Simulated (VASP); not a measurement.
Here is the system:

```yaml
crystal:
  lattice:
    - [3.75800, 0.00000, 0.00000]
    - [-1.87900, 3.25453, 0.00000]
    - [0.00000, 0.00000, 6.08050]
  atoms:
    - { symbol: Mg, position: [0.00000, 0.00000, 0.00000] }
    - { symbol: Br, position: [0.33333, 0.66667, 0.24526] }
    - { symbol: Br, position: [0.66667, 0.33333, 0.75474] }
```

Method: LDA (Ceperley-Alder, Perdew-Zunger), VASP's LDA PAW potentials (set 64) (plane waves; VASP). Run with 400 eV cut-off, 8×8×4 Γ-centred mesh, tetrahedra with Blöchl corrections, potentials Mg Br.

The cores are frozen, which limits the accuracy of field gradients.

Give the principal components of the electric field gradient (V/Å²) and the asymmetry η at each nucleus.

| atom | Vxx | Vyy | Vzz | η |
|---|---|---|---|---|
| Mg1 | -0.6 | -0.6 | 1.1 | 0.00 |
| Br2 | 14.8 | 14.8 | -29.5 | 0.00 |
| Br3 | 14.8 | 14.8 | -29.5 | 0.00 |

The structure comes from a computed database's MgBr2 entry (P-3m1); how it stands against other phases isn't given here. It was relaxed first, which changed the volume by -10 %.
